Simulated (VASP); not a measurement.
Data:

```
CELL_PARAMETERS angstrom
      0.00000     2.06926     1.98967
      1.98967     0.00000     1.98967
      1.98967     2.06926     0.00000
ATOMIC_POSITIONS crystal
  Li 0.00000 0.00000 0.00000
  F  0.50000 0.50000 0.50000
```

These are r2SCAN meta-GGA, VASP's PBE PAW potentials (set 64) (plane waves; VASP) values and carry that method's errors. Numerical set-up: 600 eV cut-off, 10×10×10 Γ-centred mesh, Gaussian smearing of 0.050 eV, potentials Li_sv F.

Question: Give the stress tensor in GPa (positive for a compressed cell).

Answer: 
```
-2.14   0.00   0.00
 0.00  -5.01   0.00
 0.00   0.00  -2.14
```
The pressure is its mean diagonal, -3.10 GPa.

The compound is LiF in the rock salt structure. This cell was strained or had an atom moved on purpose.
